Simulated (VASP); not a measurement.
The input files of a VASP run:

KPOINTS:
```
Automatic mesh
0
Gamma
5 5 5
0 0 0
```

### INCAR
```
SYSTEM = CdSiP2
PREC = Accurate
ENCUT = 300
EDIFF = 1E-6
NELM = 100
ALGO = Normal
LREAL = .FALSE.
LASPH = .TRUE.
ISMEAR = 0
SIGMA = 0.136
LMAXMIX = 4
LWAVE = .FALSE.
LCHARG = .FALSE.
ISIF = 2
```

File POSCAR:
```
CdSiP2
6.6765070
 -0.4122657252   0.4122657252   0.8124493841
  0.4122657252  -0.4122657252   0.8124493841
  0.4122657252   0.4122657252  -0.8124493841
Cd Si P
2 2 4
Cart
 -0.0000000000   0.4122657252   0.4062246920
  0.0000000000   0.0000000000   0.0000000000
  0.4122657252   0.0000000000   0.4062246920
  0.0000000000   0.0000000000   0.8124493841
  0.2061328626   0.2122343953  -0.2031123460
  0.2061328626   0.2000313299   0.6093370381
  0.6122970550   0.2061328626   0.2031123460
 -0.2000313299   0.2061328626   1.0155617301
```

POTCAR, in this order: Cd Si P (LDA.64 set). Program: vasp_std.

Translate this LDA calculation to Ansatz.

One equivalent input (not run):
Ansatz 0.2 input:
```yaml
crystal:
  lattice:
    - [-2.7524950, 2.7524950, 5.4243240]
    - [2.7524950, -2.7524950, 5.4243240]
    - [2.7524950, 2.7524950, -5.4243240]
  atoms:
    - { symbol: Cd, position: [0.7500000, 0.2500000, 0.5000000] }
    - { symbol: Cd, position: [0.0000000, 0.0000000, 0.0000000] }
    - { symbol: Si, position: [0.2500000, 0.7500000, 0.5000000] }
    - { symbol: Si, position: [0.5000000, 0.5000000, 0.0000000] }
    - { symbol: P, position: [0.1324000, 0.1250000, 0.5074000] }
    - { symbol: P, position: [0.6176000, 0.6250000, 0.4926000] }
    - { symbol: P, position: [0.3750000, 0.8676000, 0.9926000] }
    - { symbol: P, position: [0.8750000, 0.3824000, 0.0074000] }
kpoints:
  mp_grid: { grid: [5, 5, 5] }
hamiltonian:
  xc: lda
  pseudopotentials: { kind: paw }
scf:
  occupations: { method: gaussian, width: 0.136 }
  max_iter: 100
output: { forces: true, stress: true, eigenvalues: true }
```
What does not carry over: each code has its own PAW files, so the cut-off isn't converted (ENCUT is set for VASP's; basis.ecutwfc is left out, and Ansatz then takes the one that its files recommend); Ansatz stops its SCF on the density residual and VASP on the energy change (EDIFF); Ansatz's lda is the Perdew-Wang form, while the LDA potentials of VASP carry Perdew-Zunger's.

The structure was generated: CdSiP2 was put into an ordered model structure, which need not be its known phase. The cell was not relaxed at this level. The run is one of a series of settings (GGA removed, POTCAR Cd Si P (LDA.64 set) against the base run), some of them coarse on purpose.
